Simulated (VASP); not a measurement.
Method: PBE GGA, VASP's PBE PAW potentials (set 64) (plane waves; VASP).

VASP input:

INCAR:
```
# general
SYSTEM =Zn3Mo
PREC   =Accurate
ENCUT  =300   # plane-wave cut-off (eV)
LREAL  =.FALSE.
LASPH  =.TRUE.

# electronic loop
EDIFF  =1E-6   # SCF stop (eV)
NELM   =100
ALGO   =Normal   # blocked Davidson
LMAXMIX=4

# smearing
ISMEAR =-1   # Fermi-Dirac
SIGMA  =0.136

# functional
GGA    =PE   # PBE

# ions
ISIF   =2

# output
LWAVE  =.FALSE.
LCHARG =.FALSE.
```

### POSCAR
```
Zn3Mo
1
    3.7021770000     0.0000000000     0.0000000000
    0.0000000000     3.7021770000     0.0000000000
    0.0000000000     0.0000000000     3.7021770000
Zn Mo
3 1
Direct
  0.0000000000   0.5000000000   0.5000000000
  0.5000000000   0.5000000000   0.0000000000
  0.5000000000   0.0000000000   0.5000000000
  0.0000000000   0.0000000000   0.0000000000
```

KPOINTS:
```
Automatic mesh
0
Gamma
9 9 9
0 0 0
```

POTCAR, in this order: Zn Mo_sv (PBE.64 set). Program: vasp_std.

At this cut-off the stress carries a Pulay error, which pulls relaxed volumes low.

### Question
What does the run give for the energy per atom (σ→0), pressure, band gap (on the k-mesh)?

### Answer

The energy per atom (σ→0) is -3.475 eV/atom, the band gap (on the k-mesh) comes out as none (metal, semimetal or under 0.01 eV) and the pressure is 24.37 GPa.

### OSZICAR
```
...
DAV:   7    -0.139521490342E+02    0.86009E-01   -0.30937E-01  2250   0.548E+00    0.266E+00
DAV:   8    -0.139341266644E+02    0.18022E-01   -0.62469E-02  2622   0.339E+00    0.116E+00
DAV:   9    -0.139294376159E+02    0.46890E-02   -0.19469E-02  2620   0.157E+00    0.296E-01
DAV:  10    -0.139292595136E+02    0.17810E-03   -0.10956E-03  2350   0.347E-01    0.155E-01
DAV:  11    -0.139292218057E+02    0.37708E-04   -0.16461E-04  2256   0.109E-01    0.412E-02
DAV:  12    -0.139292172940E+02    0.45117E-05   -0.91807E-06  2190   0.197E-02    0.110E-02
DAV:  13    -0.139292175157E+02   -0.22168E-06   -0.28617E-07  1194   0.547E-03
   1 F= -.13929218E+02 E0= -.13898367E+02  d E =-.617006E-01
```

The structure was generated: Zn3Mo was put into an ordered model structure, which need not be its known phase. The cell was not relaxed at this level, and its volume differs by -5.9 % from the start's.
